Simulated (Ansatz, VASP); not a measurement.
# One calculation of Ca3BF, two programs

```
CELL_PARAMETERS angstrom
4.57770 0.00000 0.00000
0.00000 4.57770 0.00000
0.00000 0.00000 4.57770
ATOMIC_POSITIONS crystal
Ca 0.00000 0.50000 0.50000
Ca 0.50000 0.00000 0.50000
Ca 0.50000 0.50000 0.00000
B 0.50000 0.50000 0.50000
F 0.00000 0.00000 0.00000
```

Change from the starting cell: species swapped into the Sc3SnB type (Pm-3m, No. 221).

Alike in both runs: task relaxation of cell and atoms; functional PBE; k mesh 4 × 4 × 4; occupations gaussian, width 0.1 eV; no spin polarisation.

|  | VASP | Ansatz |
| --- | --- | --- |
| version | VASP 6.6.1 | Ansatz 0.2.0 |
| potentials or method | VASP PAW PBE potentials, release 64 (Ca_sv, B, F) | scalar-relativistic, plane waves, PAW |
| plane-wave cutoff (eV) | 600 | 420 |
| valence electrons in the cell | 40 | 40 |

```csv
,VASP,Ansatz,Ansatz less VASP
"gap on the k mesh at the Fermi level, each at its own relaxed structure (eV)",none,none,-
relaxed volume (Å³/atom),28.48,28.71,+0.229
relaxed cell length with the largest relative difference (Å),5.222,5.236,+0.0139
energy change over the relaxation (meV/atom),-498,-497,+1.1
```

A gap of «none» marks a metal or a gap that the smearing closes.

Caveats: the volume moved by over 15 % at a fixed basis, so the end points are rough (VASP).
